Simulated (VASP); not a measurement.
These are PBEsol GGA, VASP's PBE PAW potentials (set 64) (plane waves; VASP 6.6.1) values and carry that method's errors.

VASP ran on this input.

### POSCAR
```
NaCl
2.7959930
  0.0000000000   0.9999999148   0.9999999148
  0.9999999148   0.0000000000   0.9999999148
  0.9999999148   0.9999999148   0.0000000000
Na Cl
1 1
Cartesian
  0.0000000000   0.0000000000   0.0000000000
  0.9999999148   0.9999999148   0.9999999148
```

### INCAR
```
! general
SYSTEM  =  NaCl
PREC    =  Accurate
ENCUT   =  400
LREAL   =  .FALSE.
LASPH   =  .TRUE.

! electronic loop
EDIFF   =  1E-7
NELM    =  100
ALGO    =  Normal

! smearing
ISMEAR  =  -5

! functional
GGA     =  PS

! ions
ISIF    =  2

! output
LWAVE   =  .FALSE.
LCHARG  =  .TRUE.
LORBIT  =  11
NEDOS   =  601
```

File KPOINTS:
```
Automatic mesh
0
Gamma
9 9 9
0 0 0
```

POTCAR, in this order: Na_pv Cl (PBE.64 set). Program: vasp_std.

The resulting files:

OSZICAR:
```
       N       E                     dE             d eps       ncg     rms          rms(c)
DAV:   1     0.848106893171E+02    0.84811E+02   -0.66372E+03   773   0.109E+03
DAV:   2    -0.328462328495E+00   -0.85139E+02   -0.80109E+02   915   0.252E+02
DAV:   3    -0.702472877807E+01   -0.66963E+01   -0.66600E+01   905   0.749E+01
DAV:   4    -0.715510128442E+01   -0.13037E+00   -0.13027E+00   906   0.115E+01
DAV:   5    -0.715822918122E+01   -0.31279E-02   -0.31277E-02   985   0.170E+00    0.189E+00
DAV:   6    -0.700505955415E+01    0.15317E+00   -0.30356E-01   892   0.446E+00    0.137E+00
DAV:   7    -0.699448439001E+01    0.10575E-01   -0.68510E-02  1011   0.204E+00    0.911E-01
DAV:   8    -0.699787982447E+01   -0.33954E-02   -0.70915E-03   818   0.961E-01    0.223E-01
DAV:   9    -0.699782005841E+01    0.59766E-04   -0.18157E-04   923   0.129E-01    0.125E-01
DAV:  10    -0.699788879097E+01   -0.68733E-04   -0.20785E-04   818   0.109E-01    0.391E-02
DAV:  11    -0.699788197595E+01    0.68150E-05   -0.15071E-05   905   0.326E-02    0.120E-02
DAV:  12    -0.699788152725E+01    0.44871E-06   -0.25324E-06   821   0.114E-02    0.373E-03
DAV:  13    -0.699788173691E+01   -0.20966E-06   -0.10549E-07   854   0.246E-03    0.929E-04
DAV:  14    -0.699788174112E+01   -0.42046E-08   -0.34430E-09   442   0.557E-04
   1 F= -.69978817E+01 E0= -.69978817E+01  d E =0.000000E+00
```

**OUTCAR**
```
------------------------ aborting loop because EDIFF is reached ----------------------------------------
  FORCE on cell =-STRESS in cart. coord.  units (eV):
  Direction    XX          YY          ZZ          XY          YZ          ZX
  --------------------------------------------------------------------------------------
  Total       -0.0020089     -0.0020089     -0.0020089      0.0000000      0.0000000      0.0000000
  in kB       -0.0736277     -0.0736277     -0.0736277      0.0000000      0.0000000      0.0000000
  external PRESSURE =      -0.0736277 kB  Pullay stress =       0.0000000 kB
  volume of cell :       43.72
      direct lattice vectors                 reciprocal lattice vectors
     0.000000000  2.795992762  2.795992762    -0.178827359  0.178827359  0.178827359
     2.795992762  0.000000000  2.795992762     0.178827359 -0.178827359  0.178827359
     2.795992762  2.795992762  0.000000000     0.178827359  0.178827359 -0.178827359
  FREE ENERGIE OF THE ION-ELECTRON SYSTEM (eV)
  ---------------------------------------------------
  free  energy   TOTEN  =        -6.9978817411 eV

  energy  without entropy=       -6.9978817411  energy(sigma->0) =       -6.99788174

 total charge

# of ion       s       p       d       tot
------------------------------------------
    1        0.045   5.983   0.000   6.028
    2        1.578   3.556   0.000   5.134
--------------------------------------------------
tot          1.623   9.539   0.000  11.162
```
(Selected blocks of OUTCAR.)

### OUTCAR
```
 val. band max:       -0.6339149252   @ k =   0.0000   0.0000   0.0000

 cond. band min:       4.3915625929   @ k =   0.0000   0.0000   0.0000


 Fermi energy:        -0.5924548333

 k-point     1 :       0.0000    0.0000    0.0000
  band No.  band energies     occupation
      1     -21.2368      2.00000
      2     -21.2368      2.00000
      3     -21.2368      2.00000
      4     -13.3395      2.00000
      5      -0.6339      2.00000
      6      -0.6339      2.00000
      7      -0.6339      2.00000
      8       4.3916      0.00000
      9      10.3869      0.00000
     10      10.3869      0.00000
     11      10.3869      0.00000

 k-point     2 :       0.1111    0.0000    0.0000
  band No.  band energies     occupation
      1     -21.2408      2.00000
      2     -21.2369      2.00000
      3     -21.2369      2.00000
      4     -13.2981      2.00000
      5      -0.9559      2.00000
      6      -0.6691      2.00000
      7      -0.6691      2.00000
      8       4.8087      0.00000
      9       9.9111      0.00000
     10      10.5519      0.00000
     11      10.5519      0.00000

 k-point     3 :       0.2222    0.0000    0.0000
  band No.  band energies     occupation
      1     -21.2511      2.00000
      2     -21.2376      2.00000
      3     -21.2376      2.00000
      4     -13.1907      2.00000
      5      -1.6331      2.00000
      6      -0.7557      2.00000
      7      -0.7557      2.00000
      8       5.6798      0.00000
      9       9.3352      0.00000
     10      10.7282      0.00000
     11      10.7282      0.00000

 k-point     4 :       0.3333    0.0000    0.0000
  band No.  band energies     occupation
      1     -21.2626      2.00000
      2     -21.2386      2.00000
      3     -21.2386      2.00000
      4     -13.0637      2.00000
      5      -2.2684      2.00000
      6      -0.8503      2.00000
      7      -0.8503      2.00000
      8       6.3130      0.00000
      9       9.4216      0.00000
...
```

The compound is NaCl in the rock salt structure. It was relaxed first.
